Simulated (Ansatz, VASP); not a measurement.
# Si2Mo: VASP beside Ansatz

One calculation is typed for both programs; each brings its own data sets. How far apart do they land? The cell is taken from a series of runs on this material, whose earlier steps may have relaxed, scaled, displaced or heated it; both programs get it as it stands.

Main program and level: Ansatz 0.2.0; plane waves, with VASP 6.6.1 beside it; zone-centre phonons at PBEsol.

## (1) Set-up

The structure is tetragonal, space group I4/mmm (No. 139). Conventional cell: a = 3.222 Å, b = 3.222 Å, c = 7.793 Å, α = 90.00°, β = 90.00°, γ = 90.00°. Si has 5 Si at 2.57 to 2.64 Å and 5 Mo at 2.61 to 2.62 Å nearest. Nearest to Mo lie 10 Si at 2.61 to 2.62 Å. Farther neighbours are not listed.

Structure file:

```cif
data_structure
_symmetry_space_group_name_H-M 'P 1'
_symmetry_Int_Tables_number 1
_cell_length_a 4.5140
_cell_length_b 4.5140
_cell_length_c 4.5140
_cell_angle_alpha 138.176
_cell_angle_beta 138.176
_cell_angle_gamma 60.633
_cell_volume 40.46
loop_
_atom_site_label
_atom_site_type_symbol
_atom_site_fract_x
_atom_site_fract_y
_atom_site_fract_z
_atom_site_occupancy
Si1 Si 0.33523 0.33523 0.00000 1
Si2 Si 0.66477 0.66477 0.00000 1
Mo3 Mo 0.00000 0.00000 0.00000 1
```

## (2) VASP: zone-centre phonons, PBEsol

Second derivatives magnify differences that forces hide, and they need a tight electronic threshold.

Lines of VASP's logs that name or quote its potential files are left out, and so is its time.

INCAR

```
SYSTEM = Si2Mo
PREC = Accurate
ENCUT = 500
EDIFF = 1E-08
NELM = 120
ISMEAR = 1
SIGMA = 0.2
LREAL = .FALSE.
ALGO = Normal
GGA = PS
NBANDS = 17
LASPH = .TRUE.
LORBIT = 11
LWAVE = .FALSE.
LCHARG = .FALSE.
ISIF = 2
IBRION = 8
GGA_COMPAT = .FALSE.
KPAR = 2
```

POSCAR

```
Si2Mo
1.0
   -1.6111999174      1.6111999174      3.8967272457
    1.6111999174     -1.6111999174      3.8967272457
    1.6111999174      1.6111999174     -3.8967272457
Si Mo
2 1
Direct
    0.3352292237      0.3352292237      0.0000000000
    0.6647707763      0.6647707763      0.0000000000
    0.0000000000      0.0000000000      0.0000000000
```

KPOINTS

```
Automatic mesh
0
Gamma
20 20 20
0 0 0
```

PAW data sets: Si and Mo_sv (PBE family, release 64).

The run is started by

```
mpirun -np 2 vasp_std
```

Numbers of over 12 decimals in the logs are rounded to 6 here.

The log of the run:

```text
[banner, memory and clock lines left out]
running    2 mpi-ranks, on    1 nodes
 distrk:  each k-point on    1 cores,    2 groups
 distr:  one band on    1 cores,    1 groups

 POSCAR found type information on POSCAR SiMo
 POSCAR found :  2 types and       3 ions
|                                                                             |
|               ----> ADVICE to this user running VASP <----                  |
|                                                                             |
|     You enforced a specific xc type in the INCAR file but a different       |
|     [... a line on the potential file left out ...]
|     I HOPE YOU KNOW WHAT YOU ARE DOING!                                     |
|                                                                             |

 LDA part: xc-table for (Slater+PW92), standard interpolation
 POSCAR, INCAR and KPOINTS ok, starting setup
 FFT: planning ... GRIDC
 FFT: planning ... GRID_SOFT
 FFT: planning ... GRID
 WAVECAR not read
 entering main loop
       N       E                     dE             d eps       ncg     rms          rms(c)
DAV:   1     0.114736957599E+03    0.11474E+03   -0.11099E+04 21842   0.119E+03
DAV:   2    -0.232187508607E+02   -0.13796E+03   -0.13552E+03 26800   0.303E+02
DAV:   3    -0.260405694849E+02   -0.28218E+01   -0.27838E+01 27487   0.388E+01
DAV:   4    -0.260560034006E+02   -0.15434E-01   -0.15423E-01 26486   0.315E+00
DAV:   5    -0.260561076311E+02   -0.10423E-03   -0.10422E-03 27669   0.265E-01    0.223E+01
DAV:   6    -0.252452046259E+02    0.81090E+00   -0.64948E+00 23485   0.168E+01    0.478E+00
DAV:   7    -0.251102812177E+02    0.13492E+00   -0.93502E-01 22897   0.595E+00    0.454E+00
DAV:   8    -0.250696654173E+02    0.40616E-01   -0.11203E-01 23686   0.250E+00    0.425E-01
DAV:   9    -0.250687071366E+02    0.95828E-03   -0.20829E-03 27764   0.371E-01    0.241E-01
DAV:  10    -0.250686031617E+02    0.10397E-03   -0.55358E-04 24359   0.209E-01    0.584E-02
DAV:  11    -0.250685891684E+02    0.13993E-04   -0.19879E-04 23892   0.107E-01    0.420E-02
DAV:  12    -0.250685853695E+02    0.37989E-05   -0.24853E-05 23293   0.358E-02    0.749E-03
DAV:  13    -0.250685850832E+02    0.28632E-06   -0.54353E-07 24924   0.647E-03    0.190E-03
DAV:  14    -0.250685849781E+02    0.10510E-06   -0.30587E-08 21780   0.109E-03    0.690E-04
DAV:  15    -0.250685849538E+02    0.24266E-07   -0.14835E-09 11945   0.305E-04    0.655E-04
DAV:  16    -0.250685849620E+02   -0.82123E-08   -0.17966E-10 11725   0.105E-04
   1 F= -.25068585E+02 E0= -.25068820E+02  d E =0.704861E-03
 Linear response reoptimize wavefunctions to high precision
DAV:   1    -0.250685849622E+02   -0.13642E-09   -0.21291E-11 11951   0.383E-05
DAV:   2    -0.250685849622E+02    0.12733E-10   -0.29519E-12 11593   0.155E-05
 Linear response DOF=           4
 Linear response progress:
  Degree of freedom:   1/  4
       N       E                     dE             d eps       ncg     rms          rms(c)
RMM:   1    -0.205959164053E-01   -0.20596E-01   -0.13941E-02178100   0.876E-01
RMM:   2    -0.163098722885E-01    0.42860E-02   -0.13489E-03114877   0.226E-01    0.879E-02
RMM:   3    -0.163877841364E-01   -0.77912E-04   -0.16336E-04114890   0.626E-02    0.472E-02
RMM:   4    -0.165352587018E-01   -0.14747E-03   -0.99872E-05119186   0.466E-02    0.990E-03
RMM:   5    -0.165197862025E-01    0.15472E-04    0.54120E-07121400   0.122E-02    0.173E-03
RMM:   6    -0.165227677793E-01   -0.29816E-05   -0.47271E-07122718   0.251E-03    0.619E-04
RMM:   7    -0.165208807937E-01    0.18870E-05    0.55560E-08127885   0.754E-04    0.143E-04
RMM:   8    -0.165214900929E-01   -0.60930E-06   -0.27401E-08129239   0.191E-04    0.398E-05
RMM:   9    -0.165214967167E-01   -0.66238E-08    0.16850E-08125589   0.680E-05    0.102E-05
 first order change of Fermi-energy   0.24651E-04
 force on displaced ion       1 direction 1 :  -7.632   0.000   0.000
 Linear response progress:
  Degree of freedom:   2/  4
       N       E                     dE             d eps       ncg     rms          rms(c)
RMM:   1    -0.291987638951E-01   -0.29199E-01   -0.55708E-03 53594   0.110E+00
RMM:   2    -0.221165371945E-01    0.70822E-02   -0.23061E-03 36454   0.289E-01    0.138E-01
RMM:   3    -0.221251156392E-01   -0.85784E-05   -0.49915E-04 34027   0.109E-01    0.975E-02
RMM:   4    -0.221879994999E-01   -0.62884E-04   -0.90676E-05 34924   0.577E-02    0.346E-02
RMM:   5    -0.222319914248E-01   -0.43992E-04   -0.14615E-05 36703   0.227E-02    0.146E-02
RMM:   6    -0.222331552049E-01   -0.11638E-05   -0.19571E-06 37227   0.859E-03    0.243E-03
RMM:   7    -0.222334834108E-01   -0.32821E-06   -0.47585E-08 36318   0.223E-03    0.600E-04
RMM:   8    -0.222321335626E-01    0.13498E-05   -0.99145E-08 37875   0.881E-04    0.293E-04
RMM:   9    -0.222327071787E-01   -0.57362E-06    0.14139E-08 37724   0.272E-04    0.383E-05
RMM:  10    -0.222328068116E-01   -0.99633E-07    0.49271E-09 39464   0.101E-04    0.192E-05
RMM:  11    -0.222328324028E-01   -0.25591E-07    0.15491E-10 38671   0.326E-05    0.239E-06
RMM:  12    -0.222328248015E-01    0.76013E-08   -0.10517E-09 40939   0.185E-05    0.161E-06
 first order change of Fermi-energy  -0.24444E+00
 force on displaced ion       1 direction 3 :   0.000   0.000 -13.227
 Linear response progress:
  Degree of freedom:   3/  4
       N       E                     dE             d eps       ncg     rms          rms(c)
RMM:   1    -0.783853176542E+00   -0.78385E+00    0.41983E+00 42874   0.219E+01
RMM:   2    -0.585734896850E+00    0.19812E+00   -0.28593E-01 60462   0.368E+00    0.159E-01
RMM:   3    -0.585347997141E+00    0.38690E-03   -0.45267E-03 77730   0.482E-01    0.883E-02
RMM:   4    -0.584402530418E+00    0.94547E-03   -0.40100E-04 83926   0.147E-01    0.246E-02
RMM:   5    -0.584273623062E+00    0.12891E-03   -0.43477E-05 91157   0.399E-02    0.929E-03
RMM:   6    -0.584284595515E+00   -0.10972E-04   -0.58033E-06 81538   0.133E-02    0.120E-03
RMM:   7    -0.584285986665E+00   -0.13911E-05   -0.68660E-07 92121   0.459E-03    0.595E-04
RMM:   8    -0.584289177915E+00   -0.31913E-05   -0.40789E-07 86279   0.160E-03    0.275E-04
RMM:   9    -0.584293475950E+00   -0.42980E-05   -0.10056E-07 84172   0.860E-04    0.319E-05
RMM:  10    -0.584293478383E+00   -0.24330E-08   -0.76607E-08 90816   0.405E-04    0.179E-05
 first order change of Fermi-energy  -0.10527E-02
 force on displaced ion       3 direction 1 :  -9.263  -0.000  -0.000
 Linear response progress:
  Degree of freedom:   4/  4
       N       E                     dE             d eps       ncg     rms          rms(c)
RMM:   1    -0.818651003899E+00   -0.81865E+00    0.47212E+00 23212   0.225E+01
RMM:   2    -0.623338932791E+00    0.19531E+00   -0.29585E-01 33173   0.373E+00    0.175E-01
RMM:   3    -0.622426539687E+00    0.91239E-03   -0.45841E-03 41585   0.502E-01    0.899E-02
RMM:   4    -0.621141512987E+00    0.12850E-02   -0.59811E-04 43578   0.175E-01    0.260E-02
RMM:   5    -0.620958819896E+00    0.18269E-03   -0.66308E-05 49459   0.471E-02    0.139E-02
RMM:   6    -0.620856721875E+00    0.10210E-03   -0.82551E-06 49269   0.154E-02    0.366E-03
RMM:   7    -0.620864597366E+00   -0.78755E-05   -0.13845E-06 45411   0.639E-03    0.588E-04
RMM:   8    -0.620867860442E+00   -0.32631E-05   -0.92128E-08 50268   0.214E-03    0.362E-04
RMM:   9    -0.620869996109E+00   -0.21357E-05    0.29841E-08 48413   0.855E-04    0.218E-04
RMM:  10    -0.620872693109E+00   -0.26970E-05    0.16094E-08 45734   0.526E-04    0.239E-05
RMM:  11    -0.620872347716E+00    0.34539E-06    0.81441E-09 48088   0.257E-04    0.110E-05
RMM:  12    -0.620872239142E+00    0.10857E-06   -0.49926E-09 50013   0.150E-04    0.549E-06
RMM:  13    -0.620872291621E+00   -0.52480E-07   -0.19214E-09 48683   0.107E-04    0.296E-06
RMM:  14    -0.620872361723E+00   -0.70101E-07   -0.10065E-08 47941   0.850E-05    0.102E-06
RMM:  15    -0.620872410834E+00   -0.49112E-07   -0.10317E-08 48659   0.749E-05    0.107E-06
RMM:  16    -0.620872391822E+00    0.19013E-07   -0.99351E-09 42270   0.668E-05    0.135E-07
RMM:  17    -0.620872388738E+00    0.30842E-08   -0.14526E-08 33726   0.629E-05    0.167E-07
 first order change of Fermi-energy   0.53560E-03
 force on displaced ion       3 direction 3 :   0.000   0.000 -13.109
 Linear response finished
```

From OUTCAR (step 2):

```text
ion  position               nearest neighbor table
   1  0.335  0.335  0.000-   2 2.57   3 2.61   3 2.62   3 2.62   3 2.62   3 2.62   2 2.64   2 2.64
                             2 2.64   2 2.64
   2  0.665  0.665  0.000-   1 2.57   3 2.61   3 2.62   3 2.62   3 2.62   3 2.62   1 2.64   1 2.64
                             1 2.64   1 2.64
   3  0.000  0.000  0.000-   1 2.61   2 2.61   2 2.62   1 2.62   2 2.62   2 2.62   2 2.62   1 2.62
                             1 2.62   1 2.62

  LATTYP: Found a body centered tetragonal cell.
 ALAT       =     3.2223998348
 C/A-ratio  =     2.4185249786

 Subroutine GETGRP returns: Found 16 space group operations
 (whereof 16 operations were pure point group operations)

The static configuration has the point symmetry D_4h.

 Found    641 irreducible k-points:

   k-points           NKPTS =    641   k-points in BZ     NKDIM =    641   number of bands    NBANDS=     17

   dimension x,y,z NGX =    36 NGY =   36 NGZ =   36
   dimension x,y,z NGXF=    72 NGYF=   72 NGZF=   72

   ENCUT  =  500.0 eV  36.75 Ry    6.06 a.u.   8.23  8.23  8.23*2*pi/ulx,y,z

   NELECT =      22.0000    total number of electrons

 k-points in reciprocal lattice and weights: Automatic mesh
   0.00000000  0.00000000  0.00000000       0.000
   0.05000000  0.00000000 -0.00000000       0.001
   0.10000000  0.00000000  0.00000000       0.001
   0.15000000  0.00000000  0.00000000       0.001
   0.20000000  0.00000000  0.00000000       0.001
   0.25000000  0.00000000 -0.00000000       0.001
   0.30000000  0.00000000  0.00000000       0.001
   0.35000000  0.00000000 -0.00000000       0.001
   0.40000000  0.00000000  0.00000000       0.001
[...]
-0.45000000 -0.45000000  0.45000000       0.000
   0.50000000  0.50000000  0.50000000       0.000

 average (electrostatic) potential at core
       1 -77.3120       2 -77.3120       3 -69.0660

  Total       -1.1373588     -1.1373588      0.0842604      0.0000000      0.0000000      0.0000000
  in kB      -45.0349009    -45.0349009      3.3363769      0.0000000      0.0000000      0.0000000
  external PRESSURE =     -28.9111416 kB  Pullay stress =       0.0000000 kB

  energy-cutoff  :      500.00
  volume of cell :       40.46
      direct lattice vectors                 reciprocal lattice vectors
    -1.611199917  1.611199917  3.896727246     0.000000000  0.310327722  0.128312804
     1.611199917 -1.611199917  3.896727246     0.310327722  0.000000000  0.128312804
     1.611199917  1.611199917 -3.896727246     0.310327722  0.310327722  0.000000000

 POSITION                                       TOTAL-FORCE (eV/Angst)
 -----------------------------------------------------------------------------------
      0.00000      0.00000      2.61259        -0.000000     -0.000000     -0.003892
      0.00000      0.00000      5.18086         0.000000      0.000000      0.003892
      0.00000      0.00000      0.00000        -0.000000     -0.000000     -0.000000
 -----------------------------------------------------------------------------------
    total drift:                               -0.000000     -0.000000     -0.000000

 Eigenvectors and eigenvalues of the dynamical matrix
 ----------------------------------------------------

   1 f  =   13.159339 THz    82.682567 2PiTHz  438.948311 cm-1    54.422630 meV
             X         Y         Z           dx          dy          dz
      0.000000  0.000000  2.612594    -0.000000    0.000000    0.707107
      0.000000  0.000000  5.180861    -0.000000    0.000000   -0.707107
      0.000000  0.000000  0.000000     0.000000   -0.000000    0.000000

   2 f  =    9.622270 THz    60.458505 2PiTHz  320.964375 cm-1    39.794493 meV
             X         Y         Z           dx          dy          dz
      0.000000  0.000000  2.612594    -0.001378    0.707105   -0.000000
      0.000000  0.000000  5.180861     0.001378   -0.707105    0.000000
      0.000000  0.000000  0.000000    -0.000000   -0.000000    0.000000

   3 f  =    9.622270 THz    60.458505 2PiTHz  320.964375 cm-1    39.794493 meV
             X         Y         Z           dx          dy          dz
      0.000000  0.000000  2.612594     0.707105    0.001378    0.000000
      0.000000  0.000000  5.180861    -0.707105   -0.001378   -0.000000
      0.000000  0.000000  0.000000     0.000000    0.000000    0.000000

   4 f  =    9.509863 THz    59.752229 2PiTHz  317.214872 cm-1    39.329614 meV
             X         Y         Z           dx          dy          dz
      0.000000  0.000000  2.612594    -0.000000   -0.000000    0.561583
      0.000000  0.000000  5.180861    -0.000000   -0.000000    0.561583
      0.000000  0.000000  0.000000    -0.000000    0.000000   -0.607658

   5 f  =    7.989821 THz    50.201525 2PiTHz  266.511739 cm-1    33.043229 meV
             X         Y         Z           dx          dy          dz
      0.000000  0.000000  2.612594    -0.000000   -0.561408    0.000000
      0.000000  0.000000  5.180861    -0.000000   -0.561408    0.000000
      0.000000  0.000000  0.000000     0.000000    0.607982    0.000000

   6 f  =    7.989821 THz    50.201525 2PiTHz  266.511739 cm-1    33.043229 meV
             X         Y         Z           dx          dy          dz
      0.000000  0.000000  2.612594    -0.561408    0.000000   -0.000000
      0.000000  0.000000  5.180861    -0.561408   -0.000000    0.000000
      0.000000  0.000000  0.000000     0.607982   -0.000000   -0.000000

   7 f/i=    0.000235 THz     0.001476 2PiTHz    0.007838 cm-1     0.000972 meV
             X         Y         Z           dx          dy          dz
      0.000000  0.000000  2.612594    -0.000000    0.000000    0.429679
      0.000000  0.000000  5.180861    -0.000000    0.000000    0.429679
      0.000000  0.000000  0.000000    -0.000000    0.000000    0.794199

   8 f/i=    0.003059 THz     0.019222 2PiTHz    0.102045 cm-1     0.012652 meV
             X         Y         Z           dx          dy          dz
      0.000000  0.000000  2.612594     0.059365   -0.425790    0.000000
      0.000000  0.000000  5.180861     0.059365   -0.425790    0.000000
      0.000000  0.000000  0.000000     0.109634   -0.786345    0.000000

   9 f/i=    0.003059 THz     0.019222 2PiTHz    0.102045 cm-1     0.012652 meV
             X         Y         Z           dx          dy          dz
      0.000000  0.000000  2.612594    -0.425790   -0.059365    0.000000
      0.000000  0.000000  5.180861    -0.425790   -0.059365    0.000000
      0.000000  0.000000  0.000000    -0.786345   -0.109634    0.000000

 ELASTIC MODULI CONTR FROM IONIC RELAXATION (kBar)
 Direction    XX          YY          ZZ          XY          YZ          ZX
 --------------------------------------------------------------------------------
 XX         -10.2624    -10.2624    -22.6237      0.0000     -0.0000     -0.0000
 YY         -10.2624    -10.2624    -22.6237      0.0000     -0.0000     -0.0000
 ZZ         -22.6237    -22.6237    -49.8742      0.0000     -0.0000     -0.0000
 XY           0.0000      0.0000      0.0000      0.0000      0.0000      0.0000
 YZ          -0.0000     -0.0000     -0.0000      0.0000    -25.3202      0.0000
 ZX          -0.0000     -0.0000     -0.0000      0.0000      0.0000     -8.0468
 --------------------------------------------------------------------------------
```

[end of part 1 of 2]

[Lines on the potential files, build, host, timing and source positions are cut from VASP's logs without a mark.]

[Logs are printed without paths, hosts, clocks, repeated set-up lines and the standing remarks that a program may print on its own settings, such as how far it seeks lower states.]

[Hosts, paths, dates, database ids (printed as entryN), source tags and the programs' standing remarks are cut or masked in the printed files.]
